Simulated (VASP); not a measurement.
Calculation: revTPSS meta-GGA, VASP's PBE PAW potentials (set 64) (plane waves; VASP).

VASP ran on this input.

### INCAR
```
! general
SYSTEM =CsSnI3
PREC   =Accurate
ENCUT  =520
LREAL  =.FALSE.
LASPH  =.TRUE.

! electronic loop
EDIFF  =1E-6
NELM   =100
ALGO   =Normal
LMAXMIX=4
LMIXTAU=.TRUE.

! smearing
ISMEAR =0
SIGMA  =0.05

! functional
METAGGA=RTPSS

! ions
IBRION =2
NSW    =60
ISIF   =3
EDIFFG =-0.02

! output
LWAVE  =.FALSE.
LCHARG =.FALSE.
```

**KPOINTS**
```
Automatic
0
gamma
3 3 3
```

POSCAR:
```
CsSnI3
1
    6.2470264886    -0.0000000000     0.0000000000
   -0.0000000000     6.2470264886    -0.0000000000
   -0.0000000000    -0.0000000000     6.2470264886
Cs Sn I
1 1 3
Direct
  0.0000000000   0.0000000000   0.0000000000
  0.5000000000   0.5000000000   0.5000000000
  0.5000000000   0.0000000000   0.5000000000
  0.0000000000   0.5000000000   0.5000000000
  0.5000000000   0.5000000000   0.0000000000
```

POTCAR, in this order: Cs_sv Sn_d I (PBE.64 set). Program: vasp_std.

### Question
What will the output report for the number of irreducible k-points (NKPTS), largest plane-wave count, number of space-group operations, FFT grid (NGX, NGY, NGZ)?

### Answer

The number of irreducible k-points (NKPTS) comes out as 4 and the largest plane-wave count comes out as 6619. The number of space-group operations comes out as 48 and the FFT grid (NGX, NGY, NGZ) is 48 × 48 × 48.

The compound is CsSnI3 in the cubic perovskite structure, the ideal cubic form; the compound distorts at low or room temperature. This run relaxes it. Symmetry was kept, so distortions that lower it aren't found. The start is the result of an earlier pass.
